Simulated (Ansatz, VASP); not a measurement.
**BiB in VASP and in Ansatz**

Contents of POSCAR:

```
BiB
1.0
    3.3701290668      0.0000000000      0.0000000000
    0.0000000000      3.3701290668      0.0000000000
    0.0000000000      0.0000000000      3.3701290668
B Bi
1 1
Direct
    0.0000000000      0.0000000000      0.0000000000
    0.5000000000      0.5000000000      0.5000000000
```

INCAR.step1

```
SYSTEM = BiB
PREC = Accurate
ENCUT = 520
ISMEAR = -1
SIGMA = 0.02
LREAL = .FALSE.
LASPH = .TRUE.
NELM = 100
NBANDS = 16
GGA = PE
ALGO = Normal
EDIFF = 1E-4
LWAVE = .TRUE.
LCHARG = .FALSE.
```

The input INCAR.step2:

```
SYSTEM = BiB
PREC = Accurate
ENCUT = 520
EDIFF = 1E-6
ISMEAR = -1
SIGMA = 0.02
LREAL = .FALSE.
LASPH = .TRUE.
NELM = 100
ALGO = Normal
ISIF = 2
LWAVE = .FALSE.
LCHARG = .FALSE.
METAGGA = R2SCAN
LMIXTAU = .TRUE.
NBANDS = 16
ISTART = 1
```

KPOINTS

```
Automatic mesh
0
G
  8 8 8
  0 0 0
```

Input for Ansatz:

```yaml
crystal:
  lattice:
    - [3.3701290668, 0.0, 0.0]
    - [0.0, 3.3701290668, 0.0]
    - [0.0, 0.0, 3.3701290668]
  atoms:
    - { symbol: B, position: [0.0, 0.0, 0.0] }
    - { symbol: Bi, position: [0.5, 0.5, 0.5] }
kpoints:
  mp_grid: { grid: [8, 8, 8] }
  band_path:
    path:
      - [0.0, 0.0, 0.0]
      - [0.0, 0.5, 0.0]
      - [0.5, 0.5, 0.0]
      - [0.5, 0.5, 0.5]
      - [0.45, 0.45, 0.45]
    npoints: 1
hamiltonian:
  xc: r2scan
scf:
  occupations: { method: fermi_dirac, width: 0.02 }
  n_extra_bands: 4
output:
  forces: true
  stress: true
  eigenvalues: true
```

Alike in both runs: task single point; functional r2SCAN; k mesh 8 × 8 × 8; occupations fermi-dirac, width 0.02 eV; no spin polarisation.

|  | VASP | Ansatz |
| --- | --- | --- |
| version | VASP 6.6.1 | Ansatz 0.2.0 |
| potentials or method | VASP PAW PBE potentials, release 64 (B, Bi_d) | plane waves, PAW |
| plane-wave cutoff (eV) | 520 | 500 |
| valence electrons in the cell | 18 | 18 |

|  | VASP | Ansatz | Ansatz less VASP |
| --- | --- | --- | --- |
| pressure (GPa) | 0.1 | 0.0 | -0.09 |

With one functional, cell and mesh, what is left measures potentials, basis and numerics.

Caveats: the PAW data sets were made with another functional, which shifts forces and pressure a little (VASP); spin-orbit coupling is left out, which moves the levels of the heavy elements.
